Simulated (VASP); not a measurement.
# TaSn (I4/mmm) in VASP: relaxation of cell and atoms with PBE

Aim: the relaxation of cell and atoms of TaSn with PBE.

Everything below comes from runs of VASP 6.6.1. Logs are shortened: lines on timing, memory, paths and dates and some standing lists are left out, and cuts for length are marked.

**1. The crystal as given**

The structure is tetragonal, space group I4/mmm (No. 139). The conventional cell has a = 4.325 Å, b = 4.325 Å, c = 4.969 Å, α = 90.00°, β = 90.00°, γ = 90.00°. Ta (site symmetry 4/mmm) is surrounded by 2 Sn at 2.48 Å. Around Sn (site symmetry 4/mmm) lie 2 Ta at 2.48 Å.

The cell was built by a generator and needn't be a form met in nature.

**2. Relaxation of cell and atoms, PBE**

File INCAR:

```
  PREC = Normal
  ENCUT = 520
  EDIFF = 1E-4
  ISMEAR = 0
  SIGMA = 0.15
  LREAL = F
  LASPH = T
  NELM = 60
  ALGO = Fast
  ISIF = 3
  LWAVE = F
  LCHARG = F
  GGA = PE
  IBRION = 2
  NSW = 24
  EDIFFG = -0.08
```

File KPOINTS:

```
regular mesh
0
Gamma
  7 7 7
```

File POSCAR:

```
TaSn
1.0
   -2.1623609100      2.1623609100      2.4847306500
    2.1623609100     -2.1623609100      2.4847306500
    2.1623609100      2.1623609100     -2.4847306500
Ta Sn
1 1
Direct
    0.0000000000      0.0000000000      0.0000000000
    0.5000000000      0.5000000000      0.0000000000
```

Potentials or basis: VASP PAW PBE potentials, release 64 (Ta_pv, Sn_d).

Launch:

```console
> cat potpaw_PBE.64/Ta_pv/POTCAR potpaw_PBE.64/Sn_d/POTCAR > POTCAR
> mpirun -np 1 vasp_std > vasp.out
```

OUTCAR:

```text
PREC = Normal
   ENCUT = 520
   EDIFF = 1E-4
   ISMEAR = 0
   LREAL = F
   LASPH = T
   NELM = 60
   ISIF = 3
   GGA = PE
   IBRION = 2
   NSW = 24
   EDIFFG = -0.08

 ion  position               nearest neighbor table
   1  0.000  0.000  0.000-   2 2.48   2 2.48   2 3.06   2 3.06   2 3.06   2 3.06
   2  0.500  0.500  0.000-   1 2.48   1 2.48   1 3.06   1 3.06   1 3.06   1 3.06

  LATTYP: Found a body centered tetragonal cell.
 ALAT       =     4.3247218200
 C/A-ratio  =     1.1490823010

  Lattice vectors:

 A1 = (  -2.1623609100,   2.1623609100,   2.4847306500)
 A2 = (   2.1623609100,  -2.1623609100,   2.4847306500)
 A3 = (   2.1623609100,   2.1623609100,  -2.4847306500)

Analysis of symmetry for initial positions (statically):
=====================================================================
 Subroutine PRICEL returns:
 Original cell was already a primitive cell.

 Routine SETGRP: Setting up the symmetry group for a
 body centered tetragonal supercell.

 Subroutine GETGRP returns: Found 16 space group operations
 (whereof 16 operations were pure point group operations)
 out of a pool of 16 trial point group operations.

The static configuration has the point symmetry D_4h.

Analysis of symmetry for dynamics (positions and initial velocities):
=====================================================================
 Subroutine PRICEL returns:
 Original cell was already a primitive cell.

 Routine SETGRP: Setting up the symmetry group for a
 body centered tetragonal supercell.

 Subroutine GETGRP returns: Found 16 space group operations
 (whereof 16 operations were pure point group operations)
 out of a pool of 16 trial point group operations.

The dynamic configuration has the point symmetry D_4h.

 Subroutine INISYM returns: Found 16 space group operations
 (whereof 16 operations are pure point group operations),
 and found     1 'primitive' translations

----------------------------------------------------------------------------------------

                                     Primitive cell

  volume of cell :      46.4725

  direct lattice vectors                    reciprocal lattice vectors
    -2.162360910  2.162360910  2.484730650     0.000000000  0.231228745  0.201229055
     2.162360910 -2.162360910  2.484730650     0.231228745  0.000000000  0.201229055
     2.162360910  2.162360910 -2.484730650     0.231228745  0.231228745  0.000000000

  length of vectors
     3.940240578  3.940240578  3.940240578     0.306528735  0.306528735  0.327006828

  position of ions in fractional coordinates (direct lattice)
     0.000000000  0.000000000  0.000000000
     0.500000000  0.500000000  0.000000000

  ion indices of the primitive-cell ions
   primitive index   ion index
                 1           1
                 2           2

----------------------------------------------------------------------------------------

 KPOINTS: regular mesh

Automatic generation of k-mesh.
 Grid dimensions read from file:
 generate k-points for:    7    7    7

 Generating k-lattice:

  Cartesian coordinates                     Fractional coordinates (reciprocal lattice)
     0.000000000  0.033032678  0.028747008     0.142857143 -0.000000000  0.000000000
     0.033032678  0.000000000  0.028747008    -0.000000000  0.142857143  0.000000000
     0.033032678  0.033032678  0.000000000     0.000000000  0.000000000  0.142857143

  Length of vectors
     0.043789819  0.043789819  0.046715261

  Shift w.r.t. Gamma in fractional coordinates (k-lattice)
     0.000000000  0.000000000  0.000000000

 Subroutine IBZKPT returns following result:
 ===========================================

 Found     40 irreducible k-points:

 Following reciprocal coordinates:
            Coordinates               Weight
  0.000000  0.000000  0.000000      1.000000
  0.142857  0.000000 -0.000000      8.000000
  0.285714  0.000000  0.000000      8.000000
  0.428571  0.000000  0.000000      8.000000
  0.142857  0.142857 -0.000000      8.000000
  0.285714  0.142857  0.000000     16.000000
[... 16 lines left out ...]
 -0.142857  0.285714  0.142857      8.000000
 -0.428571  0.428571  0.142857      8.000000
 [... further k-points ...]
   k-points           NKPTS =     40   k-points in BZ     NKDIM =     40   number of bands    NBANDS=     16
   number of dos      NEDOS =    301   number of ions     NIONS =      2
   total plane-waves  NPLWV =  13824
   dimension x,y,z NGX =    24 NGY =   24 NGZ =   24
   dimension x,y,z NGXF=    48 NGYF=   48 NGZF=   48
   ions per type =               1   1
   NGX,Y,Z   is equivalent  to a cutoff of  10.13, 10.13, 10.13 a.u.
   NGXF,Y,Z  is equivalent  to a cutoff of  20.25, 20.25, 20.25 a.u.
 SYSTEM =  unknown system
   PREC   = normal    normal or accurate (medium, high low for compatibility)
   ISTART =      0    job   : 0-new  1-cont  2-samecut
   ICHARG =      2    charge: 1-file 2-atom 10-const
   ISPIN  =      1    spin polarized calculation?
   LNONCOLLINEAR =      F non collinear calculations
   LSORBIT =      F    spin-orbit coupling
   LASPH  =      T    aspherical Exc in radial PAW
   ENCUT  =  520.0 eV  38.22 Ry    6.18 a.u.   7.33  7.33  7.33*2*pi/ulx,y,z
   NELM   =     60;   NELMIN=  2; NELMDL= -5     # of ELM steps
   EDIFF  = 0.1E-03   stopping-criterion for ELM
   LREAL  =      F    real-space projection
   EDIFFG = -.8E-01   stopping-criterion for IOM
   NSW    =     24    number of steps for IOM
   IBRION =      2    ionic relax: 0-MD 1-quasi-New 2-CG
   NFREE  =      1    steps in history (QN), initial steepest desc. (CG)
   ISIF   =      3    stress and relaxation
   ISYM   =      2    0-nonsym 1-usesym 2-fastsym
   POTIM  = 0.5000    time-step for ionic-motion
   TEBEG  =    0.0;   TEEND  =   0.0 temperature during run
   PSTRESS=    0.0 pullay stress
   NELECT =      25.0000    total number of electrons
   NUPDOWN=      -1.0000    fix difference up-down
   EMIN   =  10.00;   EMAX   =-10.00  energy-range for DOS
   EFERMI =   0.00;   METHOD = LEGACY
   ISMEAR =     0;   SIGMA  =   0.15  broadening in eV -4-tet -1-fermi 0-gaus
   EFERMI_NEDOS =   21; number of points for ismear=-14 and -15
   IALGO  =     68    algorithm
   IMIX   =      4    mixing-type and parameters
     AMIX     =   0.40;   BMIX     =  1.00
     AMIX_MAG =   1.60;   BMIX_MAG =  1.00
  volume/ion in A,a.u.               =      23.24       156.81
  Fermi-wavevector in a.u.,A,eV,Ry     =   1.331444  2.516065 24.119639  1.772743
  Thomas-Fermi vector in A             =   2.460455
   LORBIT       =      0    0 simple, 1 ext, 2 COOP (PROOUT), +10 PAW based schemes
   GGA     = PE    functional components
   LHFCALC =     F    Hartree Fock is set to
   AEXX    =    0.0000 exact exchange contribution
   IVDW    =     0    specifies the selected vdW correction
   LEPSILON=     F    determine dielectric tensor
   LRPA    =     F    only Hartree local field effects (RPA)
 conjugate gradient relaxation of ions
 non-spin polarized calculation
 RMM-DIIS sequential band-by-band and
 Gauss-broadening in eV      SIGMA  =   0.15
  energy-cutoff  :      520.00
  volume of cell :       46.47
 maximum number of plane-waves:      1270
   NGX = 15   NGY = 15   NGZ = 15

--------------------------------------- Ionic step        1  -------------------------------------------

 number of electron      25.0000020 magnetization

 Free energy of the ion-electron system (eV)
  ---------------------------------------------------
  ext. energy  EPLUGINS =         0.00000000
  ---------------------------------------------------
  free energy    TOTEN  =       -13.02567459 eV

  energy without entropy =      -12.99693364  energy(sigma->0) =      -13.01130411

------------------------ aborting loop because EDIFF is reached ----------------------------------------

  FORCE on cell =-STRESS in cart. coord.  units (eV):
  Direction    XX          YY          ZZ          XY          YZ          ZX
  --------------------------------------------------------------------------------------
  -------------------------------------------------------------------------------------
  Total       -3.8230559     -3.8230559     16.4593469      0.0000000     -0.0000000      0.0000000
  in kB     -131.8030814   -131.8030814    567.4498794      0.0000000     -0.0000000      0.0000000
  external PRESSURE =     101.2812389 kB  Pullay stress =       0.0000000 kB
[... 89 lines left out ...]
  FREE ENERGIE OF THE ION-ELECTRON SYSTEM (eV)
  ---------------------------------------------------
  free  energy   TOTEN  =       -14.0895554570 eV

  energy  without entropy=      -14.0691351279  energy(sigma->0) =      -14.07934529

[... ionic steps 4 to 8 ...]

--------------------------------------- Ionic step        9  -------------------------------------------

 number of electron      25.0000013 magnetization

------------------------ aborting loop because EDIFF is reached ----------------------------------------

  FORCE on cell =-STRESS in cart. coord.  units (eV):
  Direction    XX          YY          ZZ          XY          YZ          ZX
  --------------------------------------------------------------------------------------
  -------------------------------------------------------------------------------------
  Total        0.0452107      0.0452107     -0.4836033      0.0000000      0.0000000      0.0000000
  in kB        1.6062119      1.6062119    -17.1810808      0.0000000      0.0000000      0.0000000
  external PRESSURE =      -4.6562190 kB  Pullay stress =       0.0000000 kB
[... 57 lines left out ...]
  energy  without entropy=      -14.2520735970  energy(sigma->0) =      -14.26033561

--------------------------------------- Ionic step       11  -------------------------------------------

 number of electron      25.0000015 magnetization

 Free energy of the ion-electron system (eV)
  ---------------------------------------------------
  ext. energy  EPLUGINS =         0.00000000
  ---------------------------------------------------
  free energy    TOTEN  =       -14.26913635 eV

  energy without entropy =      -14.25256745  energy(sigma->0) =      -14.26085190

 E-fermi :   7.5415     XC(G=0): -11.3193

 val. band max:        7.4561872655   @ k =   0.0000   0.0000   0.0000
 cond. band min:       7.5800516186   @ k =  -0.1429   0.1429   0.0000
 fundamental gap:      0.1238643532
 Fermi energy:         7.5415011534

 k-point     1 :       0.0000    0.0000    0.0000
  band No.  band energies     occupation
      1     -27.8529      2.00000
      2     -27.8521      2.00000
      3     -27.8521      2.00000
      4     -13.7393      2.00000
      5     -13.7371      2.00000
      6     -13.6390      2.00000
[... 8 lines left out ...]
     15      10.1653      0.00000
     16      10.1653      0.00000
[... 420 lines left out ...]
  band No.  band energies     occupation
      1     -27.8923      2.00000
      2     -27.8756      2.00000
      3     -27.8725      2.00000
      4     -13.7300      2.00000
      5     -13.7019      2.00000
      6     -13.6422      2.00000
[... 8 lines left out ...]
     15       8.8680      0.00000
     16       9.2080      0.00000

 [... further k-points ...]

------------------------ aborting loop because EDIFF is reached ----------------------------------------

  FORCE on cell =-STRESS in cart. coord.  units (eV):
  Direction    XX          YY          ZZ          XY          YZ          ZX
  --------------------------------------------------------------------------------------
  -------------------------------------------------------------------------------------
  Total        0.1097721      0.1097721      0.1153941      0.0000000      0.0000000      0.0000000
  in kB        3.9163848      3.9163848      4.1169645      0.0000000      0.0000000      0.0000000
  external PRESSURE =       3.9832447 kB  Pullay stress =       0.0000000 kB
[... 17 lines left out ...]
  FREE ENERGIE OF THE ION-ELECTRON SYSTEM (eV)
  ---------------------------------------------------
  free  energy   TOTEN  =       -14.2691363547 eV

  energy  without entropy=      -14.2525674506  energy(sigma->0) =      -14.26085190

 reached required accuracy - stopping structural energy minimisation
```

It took 47 s on 1 thread of Intel Xeon 6975P-C (Granite Rapids), shared host; peak memory 0.17 GiB.

What came out:

* Free energy: -14.2691 eV
* Relaxed volume: 22.45 Å³/atom
* Relaxed cell: a = 3.990 Å, b = 3.990 Å, c = 3.990 Å, α = 120.02°, β = 120.02°, γ = 89.97°
* Space group after relaxing (to 0.05 Å): Fm-3m (No. 225)
* Energy gained by relaxing: 621.7 meV/atom
* Ionic steps: 11
* Pressure after relaxing: 0.4 GPa
* Band gap on the k mesh: none (metal or under the smearing width)

Step by step:
| step | energy change (eV) | largest force (eV/Å) | pressure (GPa) | volume (Å³) |
| --- | --- | --- | --- | --- |
| 1 | 0.0000 | 0.0000 | 10.13 | 46.47 |
| 2 | -0.3890 | 0.0000 | -5.47 | 53.50 |
| 3 | -1.0639 | 0.0000 | -9.79 | 50.20 |
| 4 | -1.0709 | 0.0000 | -9.62 | 49.99 |
| 5 | -1.0699 | 0.0000 | -9.01 | 49.68 |
| 6 | -1.1092 | 0.0000 | 9.94 | 41.96 |
| 7 | -1.2421 | 0.0000 | -0.76 | 45.27 |
| 8 | -1.2422 | 0.0000 | -0.66 | 45.18 |
| 9 | -1.2421 | 0.0000 | -0.47 | 45.10 |
| 10 | -1.2429 | 0.0000 | 0.82 | 44.79 |
| 11 | -1.2435 | 0.0000 | 0.40 | 44.91 |

Final structure:
```yaml
crystal:
  lattice:
    - [-1.99449, 1.99449, 2.82223]
    - [1.99449, -1.99449, 2.82223]
    - [1.99449, 1.99449, -2.82223]
  atoms:
    - { symbol: Ta, position: [0.00000, 0.00000, 0.00000] }
    - { symbol: Sn, position: [0.50000, 0.50000, 0.00000] }
```

Caveat: the relaxation stopped at a loose force limit of 0.08 eV/Å, so its end isn't a converged minimum. The run has no spin-orbit coupling, so splittings on Ta are missing.
